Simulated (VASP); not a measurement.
Level of theory: PBEsol GGA, VASP's PBE PAW potentials (set 64) (plane waves; VASP).

Input for VASP

### POSCAR
```
YBRh3
1
    4.1788200000     0.0000000000     0.0000000000
    0.0000000000     4.1788200000     0.0000000000
    0.0000000000     0.0000000000     4.1788200000
Y B Rh
1 1 3
Direct
  0.0000000000   0.0000000000   0.0000000000
  0.5000000000   0.5000000000   0.5000000000
  0.0000000000   0.5000000000   0.5000000000
  0.5000000000   0.0000000000   0.5000000000
  0.5000000000   0.5000000000   0.0000000000
```

**KPOINTS**
```
Automatic mesh
0
Gamma
7 7 7
0 0 0
```

**INCAR**
```
ALGO=Normal
EDIFF=1E-6
ENCUT=400
GGA=PS
ISIF=2
ISMEAR=0
LASPH=T
LCHARG=F
LMAXMIX=4
LREAL=F
LWAVE=F
NELM=100
PREC=Accurate
SIGMA=0.136
SYSTEM=YBRh3
```

POTCAR, in this order: Y_sv B Rh_pv (PBE.64 set). Program: vasp_std.

Output

File OSZICAR:
```
       N       E                     dE             d eps       ncg     rms          rms(c)
DAV:   1     0.550262822236E+03    0.55026E+03   -0.31312E+04  1456   0.151E+03
DAV:   2    -0.193275543093E+02   -0.56959E+03   -0.55925E+03  1483   0.479E+02
DAV:   3    -0.444446940303E+02   -0.25117E+02   -0.24537E+02  1775   0.928E+01
DAV:   4    -0.453193213546E+02   -0.87463E+00   -0.87275E+00  1950   0.137E+01
DAV:   5    -0.453346660343E+02   -0.15345E-01   -0.15338E-01  1700   0.168E+00    0.449E+01
DAV:   6    -0.426272523873E+02    0.27074E+01   -0.18456E+01  1556   0.259E+01    0.178E+01
DAV:   7    -0.423176176545E+02    0.30963E+00   -0.43771E+00  1636   0.123E+01    0.177E+01
DAV:   8    -0.421679842179E+02    0.14963E+00   -0.98435E-01  1670   0.581E+00    0.399E+00
DAV:   9    -0.421698800978E+02   -0.18959E-02   -0.30858E-02  1701   0.864E-01    0.589E-01
DAV:  10    -0.421681327346E+02    0.17474E-02   -0.74688E-03  1614   0.437E-01    0.174E-01
DAV:  11    -0.421681386497E+02   -0.59151E-05   -0.88874E-04  1711   0.129E-01    0.899E-02
DAV:  12    -0.421681333475E+02    0.53022E-05   -0.72070E-05  1484   0.430E-02    0.227E-02
DAV:  13    -0.421681334739E+02   -0.12646E-06   -0.62573E-06  1652   0.111E-02
   1 F= -.42168133E+02 E0= -.42147837E+02  d E =-.405939E-01
```

OUTCAR:
```
------------------------ aborting loop because EDIFF is reached ----------------------------------------
  FORCE on cell =-STRESS in cart. coord.  units (eV):
  Direction    XX          YY          ZZ          XY          YZ          ZX
  --------------------------------------------------------------------------------------
  Total       -2.1435173     -2.1435173     -2.1435173      0.0000000     -0.0000000     -0.0000000
  in kB      -47.0626710    -47.0626710    -47.0626710      0.0000000     -0.0000000     -0.0000000
  external PRESSURE =     -47.0626710 kB  Pullay stress =       0.0000000 kB
  volume of cell :       72.97
      direct lattice vectors                 reciprocal lattice vectors
     4.178820000  0.000000000  0.000000000     0.239302004  0.000000000  0.000000000
     0.000000000  4.178820000  0.000000000     0.000000000  0.239302004  0.000000000
     0.000000000  0.000000000  4.178820000     0.000000000  0.000000000  0.239302004
 POSITION                                       TOTAL-FORCE (eV/Angst)
 -----------------------------------------------------------------------------------
      0.00000      0.00000      0.00000         0.000000      0.000000      0.000000
      2.08941      2.08941      2.08941         0.000000      0.000000      0.000000
      0.00000      2.08941      2.08941         0.000000      0.000000      0.000000
      2.08941      0.00000      2.08941         0.000000      0.000000      0.000000
      2.08941      2.08941      0.00000         0.000000      0.000000      0.000000
 -----------------------------------------------------------------------------------
    total drift:                                0.000000      0.000000      0.000000
  FREE ENERGIE OF THE ION-ELECTRON SYSTEM (eV)
  ---------------------------------------------------
  free  energy   TOTEN  =       -42.1681334739 eV

  energy  without entropy=      -42.1275396079  energy(sigma->0) =      -42.14783654
```
(Selected blocks of OUTCAR.)

At this cut-off the stress carries a Pulay error, which pulls relaxed volumes low.

The structure comes from a computed database's YBRh3 entry (Pm-3m); how it stands against other phases isn't given here. The cell was not relaxed at this level. The electron count is odd and the run is not spin-polarised, which forces a metal.
